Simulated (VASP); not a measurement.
An input for Ansatz (written as the equivalent of a VASP run, and not itself run):

Ansatz 0.2 input:
```yaml
crystal:
  lattice:
    - [0.0000000, 3.3438192, 3.3438192]
    - [3.3438192, 0.0000000, 3.3438192]
    - [3.3438192, 3.3438192, 0.0000000]
  atoms:
    - { symbol: Sn, position: [0.0000000, 0.0000000, 0.0000000] }
    - { symbol: Sb, position: [0.7500000, 0.7500000, 0.7500000] }
kpoints:
  mp_grid: { grid: [9, 9, 9] }
hamiltonian:
  xc: lda
  pseudopotentials: { kind: paw }
scf:
  occupations: { method: methfessel_paxton, width: 0.1 }
  max_iter: 100
relax:
  max_steps: 60
  f_tol: 0.01
  cell: {}
output: { forces: true, stress: true, eigenvalues: true }
```

Problem. Write the VASP files for the same calculation (LDA).

Solution. One answer among several that fit: 
**INCAR**
```
EDIFFG=-0.01   # ionic stop
ISIF=3
PREC=Accurate
LMAXMIX=4
NELM=100
EDIFF=1E-6
SIGMA=0.1   # width (eV)
LWAVE=F
LREAL=F   # projection in real space or not
IBRION=2
ISMEAR=1   # Methfessel-Paxton
LCHARG=F
NSW=60   # most ionic steps
ALGO=Normal   # blocked Davidson
SYSTEM=SnSb
ENCUT=400   # plane-wave cut-off (eV)
LASPH=T   # aspherical one-centre terms
```

POSCAR:
```
SnSb
1
   -0.0000000000     3.3438192459     3.3438192459
    3.3438192459     0.0000000000     3.3438192459
    3.3438192459     3.3438192459     0.0000000000
Sn Sb
1 1
Direct
  0.0000000000   0.0000000000   0.0000000000
  0.7500000000   0.7500000000   0.7500000000
```

**KPOINTS**
```
Automatic mesh
0
Gamma
  9 9 9
0 0 0
```

POTCAR, in this order: Sn_d Sb (LDA.64 set). Program: vasp_std.

The two are equivalent in intent, not identical: each code has its own PAW files, so the cut-off isn't converted (ENCUT is set for VASP's; basis.ecutwfc is left out, and Ansatz then takes the one that its files recommend); Ansatz stops its SCF on the density residual and VASP on the energy change (EDIFF); Ansatz's lda is the Perdew-Wang form, while the LDA potentials of VASP carry Perdew-Zunger's.

The structure comes from a computed database's SnSb entry (F-43m); how it stands against other phases isn't given here. This run relaxes it. Symmetry was kept, so distortions that lower it aren't found. The start is the result of an earlier pass.
